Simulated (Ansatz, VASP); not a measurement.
# One calculation of Sr3SbP, two programs

File INCAR:

```
PREC = Accurate ; ENCUT = 520
EDIFF = 1E-6 ; ISMEAR = 0
SIGMA = 0.03 ; LREAL = False
LASPH = True ; NELM = 100
ALGO = Normal ; ISIF = 2
LWAVE = False ; LCHARG = False
NBANDS = 28
```

KPOINTS

```
regular mesh
0
Gamma
  8 8 8
```

POSCAR

```
Sr3SbP
1.0
    5.2593342774      0.0000000000      0.0000000000
    0.0000000000      5.2593342774      0.0000000000
    0.0000000000      0.0000000000      6.8371345606
Sr Sb P
3 1 1
Direct
    0.0000000000      0.5000000000      0.5000000000
    0.5000000000      0.0000000000      0.5000000000
    0.5000000000      0.5000000000      0.0000000000
    0.0000000000      0.0000000000      0.0000000000
    0.5000000000      0.5000000000      0.5000000000
```

Input for Ansatz:

```yaml
crystal:
  lattice:
    - [5.2593342774, 0.0, 0.0]
    - [0.0, 5.2593342774, 0.0]
    - [0.0, 0.0, 6.8371345606]
  atoms:
    - { symbol: Sr, position: [0.0, 0.5, 0.5] }
    - { symbol: Sr, position: [0.5, 0.0, 0.5] }
    - { symbol: Sr, position: [0.5, 0.5, 0.0] }
    - { symbol: Sb, position: [0.0, 0.0, 0.0] }
    - { symbol: P, position: [0.5, 0.5, 0.5] }
basis:
  ecutwfc: 420
kpoints:
  mp_grid: { grid: [8, 8, 8] }
hamiltonian:
  xc: lda
scf:
  occupations: { method: gaussian, width: 0.03 }
output:
  forces: true
  stress: true
  eigenvalues: true
```

Alike in both runs: task single point; functional LDA; k mesh 8 × 8 × 8; occupations gaussian, width 0.03 eV; no spin polarisation.

|  | VASP | Ansatz |
| --- | --- | --- |
| version | VASP 6.6.1 | Ansatz 0.2.0 |
| potentials or method | VASP PAW LDA potentials, release 64 (Sr_sv, Sb, P) | scalar-relativistic, plane waves, PAW |
| plane-wave cutoff (eV) | 520 | 420 |
| valence electrons in the cell | 40 | 50 |

|  | VASP | Ansatz | Ansatz less VASP |
| --- | --- | --- | --- |
| gap on the k mesh at the Fermi level (eV) | none | none | - |
| pressure (GPa) | 1.3 | 1.2 | -0.14 |
| largest component of the traceless stress (GPa) | 9.88 | 9.75 | -0.132 |

A gap of «none» marks a metal or a gap that the smearing closes. The two sets of potentials don't hold the same shells in valence.

Spin-orbit coupling is left out, which matters for the levels of Sb.
